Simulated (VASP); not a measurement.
Level of theory: vdW-DF-cx, VASP's PBE PAW potentials (set 64) (plane waves; VASP).

VASP ran on this input.

### INCAR
```
AGGAC = 0.0
ALGO = Normal
EDIFF = 1E-6
EDIFFG = -0.01
ENCUT = 520
GGA = CX
IBRION = 2
ISIF = 3
ISMEAR = 0
LASPH = T
LCHARG = F
LMAXMIX = 4
LREAL = F
LUSE_VDW = T
LWAVE = F
NELM = 100
NSW = 60
PREC = Accurate
SIGMA = 0.05
SYSTEM = SnTe
```

**POSCAR**
```
SnTe
1.0
  0.0000000000   3.1600000000   3.1600000000
  3.1600000000   0.0000000000   3.1600000000
  3.1600000000   3.1600000000   0.0000000000
Sn Te
1 1
Cart
  0.0000000000   0.0000000000   0.0000000000
  3.1600000000   3.1600000000   3.1600000000
```

**KPOINTS**
```
Automatic mesh
0
Gamma
7 7 7
0 0 0
```

POTCAR, in this order: Sn_d Te (PBE.64 set). Program: vasp_std.

Question: Predict the energy per atom (σ→0), volume per atom.

Answer: 
The energy per atom (σ→0) is -1.374 eV/atom and the volume per atom is 31.43 Å³/atom.

OSZICAR:
```
...
       N       E                     dE             d eps       ncg     rms          rms(c)
DAV:   1    -0.274839814061E+01   -0.88991E-03   -0.19334E-02   680   0.229E+00    0.168E-01
DAV:   2    -0.274771960737E+01    0.67853E-03   -0.11726E-03   680   0.587E-01    0.712E-02
DAV:   3    -0.274755420249E+01    0.16540E-03   -0.49907E-04   686   0.348E-01    0.145E-02
DAV:   4    -0.274754869825E+01    0.55042E-05   -0.13396E-05   606   0.377E-02    0.149E-02
DAV:   5    -0.274754518459E+01    0.35137E-05   -0.18738E-06   400   0.117E-02    0.263E-03
DAV:   6    -0.274754509162E+01    0.92974E-07   -0.44529E-07   280   0.119E-02
   3 F= -.27475451E+01 E0= -.27475451E+01  d E =-.144699E-03
```

The compound is SnTe in the rock salt structure, which distorts at low temperature. This run relaxes it. Symmetry was kept, so distortions that lower it aren't found.
